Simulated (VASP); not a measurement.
Data:

```xyz
3
Lattice="1.7538 -3.0376 0.0000 1.7538 3.0376 0.0000 0.0000 0.0000 4.5657" Properties=species:S:1:pos:R:3 pbc="T T T"
Pt     0.0000     0.0000     0.0000
S      1.7538     1.0125     1.1807
S      1.7538    -1.0125     3.3850
```

These are PBE GGA with D3 dispersion (Becke-Johnson damping), VASP's PBE PAW potentials (set 64) (plane waves; VASP 6.6.1) values and carry that method's errors. Run with 520 eV cut-off, 7×7×5 Γ-centred mesh, Gaussian smearing of 0.050 eV, potentials Pt S.

Task: The ions and cell shape at fixed volume are relaxed. Predict the relaxed structure.

Result: 
```xyz
3
Lattice="1.7817 -3.0860 0.0000 1.7817 3.0860 0.0000 0.0000 0.0000 4.4235" Properties=species:S:1:pos:R:3 pbc="T T T"
Pt     0.0000     0.0000     0.0000
S      1.7817     1.0287     1.1973
S      1.7817    -1.0287     3.2262
```
Space group P-3m1 (164), at a tolerance of 0.03 Å.

Task: How much energy does the relaxation gain?

Result: The energy (σ→0) changes by -20.7 meV/atom, in 6 ionic steps.

The compound is PtS2 in the 1T layered structure. This cell is one point of a volume scan, at 0.94 of the reference volume. Symmetry was kept, so distortions that lower it aren't found.
